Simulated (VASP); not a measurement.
```
CELL_PARAMETERS angstrom
     -1.68171     1.68171     4.77038
      1.68171    -1.68171     4.77038
      1.68171     1.68171    -4.77038
ATOMIC_POSITIONS crystal
  Rh 0.74358 0.74358 0.00000
  Rh 0.49358 0.99358 0.50000
  Si 0.17242 0.17242 0.00000
  Si 0.92242 0.42242 0.50000
```

Calculation: PBEsol GGA, VASP's PBE PAW potentials (set 64) (plane waves; VASP). Settings: 400 eV cut-off, 14×14×14 Γ-centred mesh, tetrahedra with Blöchl corrections, potentials Rh_pv Si.

Q: The job: SiRh (relaxed from the NbAs structure, space group I4_1md), 4 atoms, PBEsol, static run, 400 eV, 14×14×14 Γ-centred mesh. Roughly how much core time does it take on a busy server core?

A: About 2 core-minutes (one run on a shared machine, a rough figure). It had 244 irreducible k-points, 23 bands, up to 1012 plane waves and 15 electronic steps.

The structure was generated: SiRh was put into the NbAs type (I4_1md), which need not be its known phase. It was relaxed first.
